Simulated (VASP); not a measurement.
## Ga2GeSe2: relaxation of cell and atoms with PBE

Ga2GeSe2:

```
CELL_PARAMETERS angstrom
1.95000 1.12583 8.20000
-1.95000 1.12583 8.20000
0.00000 -2.25167 8.20000
ATOMIC_POSITIONS crystal
Ga 0.39400 0.39400 0.39400
Ga 0.60600 0.60600 0.60600
Ge 0.00000 0.00000 0.00000
Se 0.77700 0.77700 0.77700
Se 0.22300 0.22300 0.22300
```

The cell was built by a generator and needn't be a form met in nature.

```yaml
Program: VASP 6.6.1
Task: relaxation of cell and atoms
Functional: PBE
Potentials_or_basis: VASP PAW PBE potentials, release 64 (Ga_d, Ge_d, Se)
Cutoff: 520 eV
k_mesh: 4 × 4 × 4
Occupations: gaussian, width 0.15 eV
Spin: no spin polarisation
Further_INCAR_settings: PREC = Normal; ALGO = Fast; EDIFF = 0.0001; IBRION = 2; EDIFFG = -0.08; NSW = 24; ISIF = 3
```

```yaml
Relaxed_volume: 23.02 Å³/atom
Relaxed_cell: a = 9.669 Å, b = 9.669 Å, c = 9.669 Å, α = 22.39°, β = 22.39°, γ = 22.39°
Space_group_after_relaxing_to_0.05_Å: R-3m (No. 166)
Energy_gained_by_relaxing: 94.4 meV/atom
Ionic_steps: 10
Pressure_after_relaxing: -0.4 GPa
Largest_force_after_relaxing: 0.056 eV/Å
Band_gap_on_the_k_mesh: none (metal or under the smearing width)
```

Forces in eV/Å, atoms in the order of the input:
```
Ga   0.000  0.000 -0.056
Ga   0.000  0.000  0.056
Ge   0.000  0.000  0.000
Se   0.000  0.000  0.050
Se   0.000  0.000 -0.050
```

Stress tensor (GPa, compression positive):
```
-0.47  0.00  0.00
 0.00 -0.47  0.00
 0.00  0.00 -0.31
```

Step by step:
```csv
step,energy change (eV),largest force (eV/Å),pressure (GPa),volume (Å³)
1,0.0000,0.7077,2.76,108.01
2,-0.1953,0.6411,-1.44,113.87
3,-0.2305,0.6324,-1.88,116.21
4,-0.2378,0.6152,-3.74,120.94
5,-0.3545,0.4205,-3.27,120.34
6,-0.4100,0.3748,-2.83,119.82
7,-0.4338,0.2517,-1.23,118.58
8,-0.4390,0.2986,-1.92,119.10
9,-0.4693,0.0386,-0.71,116.07
10,-0.4721,0.0555,-0.42,115.08
```

Final structure:
```cif
data_structure
_symmetry_space_group_name_H-M 'P 1'
_symmetry_Int_Tables_number 1
_cell_length_a 9.6694
_cell_length_b 9.6694
_cell_length_c 9.6694
_cell_angle_alpha 22.393
_cell_angle_beta 22.393
_cell_angle_gamma 22.393
_cell_volume 115.08
loop_
_atom_site_label
_atom_site_type_symbol
_atom_site_fract_x
_atom_site_fract_y
_atom_site_fract_z
_atom_site_occupancy
Ga1 Ga 0.40024 0.40024 0.40024 1
Ga2 Ga 0.59976 0.59976 0.59976 1
Ge1 Ge 0.00000 0.00000 0.00000 1
Se1 Se 0.77845 0.77845 0.77845 1
Se2 Se 0.22155 0.22155 0.22155 1
```

Levels at points of the mesh, in eV from the Fermi level:
| k point | band 24 | band 25 | band 26 | band 27 | band 28 | band 29 |
| --- | --- | --- | --- | --- | --- | --- |
| (0.00, 0.00, 0.00) | -0.90 | 0.11 | 0.98 | 2.19 | 2.19 | 2.58 |
| (0.50, 0.00, 0.00) | -2.31 | -1.97 | -0.73 | -0.39 | 1.09 | 1.97 |
| (0.50, 0.50, 0.00) | -2.51 | -2.12 | -0.05 | 0.03 | 0.97 | 1.84 |
| (0.50, 0.50, 0.50) | -0.92 | -0.92 | 2.09 | 2.18 | 2.18 | 2.37 |

Wall time 5.4 min on 1 thread of Intel(R) Xeon(R) Platinum 8488C (Sapphire Rapids) (shared host), peak memory 0.36 GiB.

Caveat: the k mesh is coarse (spacing up to 0.47 Å⁻¹), so the values aren't converged; the relaxation stopped at a loose force limit of 0.08 eV/Å, so its end isn't a converged minimum.
